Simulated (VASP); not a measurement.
Consider the following.

```
CELL_PARAMETERS angstrom
      0.00000     2.51836     2.51836
      2.51836     0.00000     2.51836
      2.51836     2.51836     0.00000
ATOMIC_POSITIONS crystal
  Eu 0.00000 0.00000 0.00000
  O  0.50000 0.50000 0.50000
```

These are RPBE GGA, VASP's PBE PAW potentials (set 64) (plane waves; VASP) values and carry that method's errors. Numerical set-up: 520 eV cut-off, 8×8×8 Γ-centred mesh, Gaussian smearing of 0.050 eV, potentials Eu_2 O.

The 4f electrons are frozen in the core of the lanthanide potential, so 4f levels, which can set the real gap, and their magnetism are missing.

Problem. Predict the energy per atom (σ→0), band gap (on the k-mesh) with the smallest direct gap where there is one.

Solution. 
| Quantity | Result |
|---|---|
| band gap (on the k-mesh) | 2.91 eV |
| smallest direct gap (on the k-mesh) | 2.91 eV |
| energy per atom (σ→0) | -6.193 eV/atom |

The compound is EuO in the rock salt structure. It was relaxed first, which changed the volume by -6 %. The start is the result of an earlier pass.
